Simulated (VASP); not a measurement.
Given:

```yaml
crystal:
  lattice:
    - [0.00000, 3.01779, 3.01779]
    - [3.01779, 0.00000, 3.01779]
    - [3.01779, 3.01779, 0.00000]
  atoms:
    - { symbol: Pb, position: [0.00000, 0.00000, 0.00000] }
    - { symbol: Se, position: [0.50000, 0.50000, 0.50000] }
```

Method: PBE GGA, VASP's PBE PAW potentials (set 64) (plane waves; VASP 6.6.1). Settings: 500 eV cut-off, 8×8×8 Γ-centred mesh, Gaussian smearing of 0.050 eV, potentials Pb_d Se.

Unless said otherwise, spin-orbit coupling is left out, though it shifts the bands of the heavy elements here.

Question: Predict the energy per atom (σ→0), pressure, band gap (on the k-mesh) with the smallest direct gap where there is one.

Answer: 
```
Property                                      Value
-----------------------------------  --------------
band gap (on the k-mesh)                    0.14 eV
smallest direct gap (on the k-mesh)         0.14 eV
energy per atom (σ→0)                -4.061 eV/atom
pressure                                  50.5 kbar
```

The compound is PbSe in the rock salt structure. It was relaxed first under an external pressure of 5 GPa.
